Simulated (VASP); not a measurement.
Output of a VASP run:

**OSZICAR**
```
       N       E                     dE             d eps       ncg     rms          rms(c)
DAV:   1     0.239142292316E+02    0.23914E+02   -0.41976E+03   646   0.977E+02
DAV:   2    -0.133911820728E+02   -0.37305E+02   -0.35700E+02   631   0.162E+02
DAV:   3    -0.144074875926E+02   -0.10163E+01   -0.99774E+00   768   0.357E+01
DAV:   4    -0.144280125053E+02   -0.20525E-01   -0.20517E-01   817   0.462E+00
DAV:   5    -0.144283384119E+02   -0.32591E-03   -0.32590E-03   741   0.482E-01    0.131E+01
DAV:   6    -0.174239516291E+02   -0.29956E+01   -0.86537E+01   709   0.138E+02    0.213E+01
DAV:   7    -0.125295095415E+02    0.48944E+01   -0.45065E+01   705   0.869E+01    0.252E+00
DAV:   8    -0.125108393600E+02    0.18670E-01   -0.22193E-01   653   0.518E+00    0.158E+00
DAV:   9    -0.124963294131E+02    0.14510E-01   -0.58329E-02   730   0.377E+00    0.413E-01
DAV:  10    -0.124958480110E+02    0.48140E-03   -0.93353E-04   764   0.334E-01    0.157E-01
DAV:  11    -0.124958222496E+02    0.25761E-04   -0.47003E-05   768   0.876E-02    0.225E-02
DAV:  12    -0.124958213433E+02    0.90629E-06   -0.94487E-06   697   0.470E-02
   1 F= -.12495821E+02 E0= -.12496019E+02  d E =0.593065E-03
```

File OUTCAR:
```
------------------------ aborting loop because EDIFF is reached ----------------------------------------
  FORCE on cell =-STRESS in cart. coord.  units (eV):
  Direction    XX          YY          ZZ          XY          YZ          ZX
  --------------------------------------------------------------------------------------
  Total       -2.4825686     -2.4825686     -2.4825686      0.0000000      0.0000000     -0.0000000
  in kB     -152.1011037   -152.1011037   -152.1011037      0.0000000      0.0000000     -0.0000000
  external PRESSURE =    -152.1011037 kB  Pullay stress =       0.0000000 kB
  volume of cell :       26.15
      direct lattice vectors                 reciprocal lattice vectors
     2.968200000  0.000000000  0.000000000     0.336904521  0.000000000  0.000000000
     0.000000000  2.968200000  0.000000000     0.000000000  0.336904521  0.000000000
     0.000000000  0.000000000  2.968200000     0.000000000  0.000000000  0.336904521
 POSITION                                       TOTAL-FORCE (eV/Angst)
 -----------------------------------------------------------------------------------
      1.48410      1.48410      1.48410         0.000000      0.000000      0.000000
      0.00000      0.00000      0.00000         0.000000      0.000000      0.000000
 -----------------------------------------------------------------------------------
    total drift:                               -0.000000      0.000000      0.000000
  FREE ENERGIE OF THE ION-ELECTRON SYSTEM (eV)
  ---------------------------------------------------
  free  energy   TOTEN  =       -12.4958213433 eV

  energy  without entropy=      -12.4964144087  energy(sigma->0) =      -12.49601903
```
(Selected blocks of OUTCAR.)

**POSCAR**
```
FeAl
1
    2.9682000000     0.0000000000     0.0000000000
    0.0000000000     2.9682000000     0.0000000000
    0.0000000000     0.0000000000     2.9682000000
Al Fe
1 1
Direct
  0.5000000000   0.5000000000   0.5000000000
  0.0000000000   0.0000000000   0.0000000000
```

Question: Write an INCAR and KPOINTS that could have produced this output.

Answer: This is not unique; one that fits is the input of the run itself, PBE GGA, plane waves, VASP's PBE PAW potentials (set 64).

**KPOINTS**
```
Regular mesh
0
G
  9 9 9
```

**INCAR**
```
SYSTEM  =  FeAl
PREC  =  Accurate; ENCUT  =  400; LREAL  =  .FALSE.
LASPH  =  .TRUE.
EDIFF  =  1E-6; NELM  =  100; ALGO  =  Normal
LMAXMIX  =  4
ISMEAR  =  1; SIGMA  =  0.1
GGA  =  PE
ISIF  =  2
LWAVE  =  .FALSE.; LCHARG  =  .FALSE.
```

POTCAR, in this order: Al Fe (PBE.64 set). Program: vasp_std.

The compound is FeAl in the CsCl type structure. The cell was not relaxed at this level. The run is not spin-polarised, so no magnetic state was tried. The electron count is odd and the run is not spin-polarised, which forces a metal.
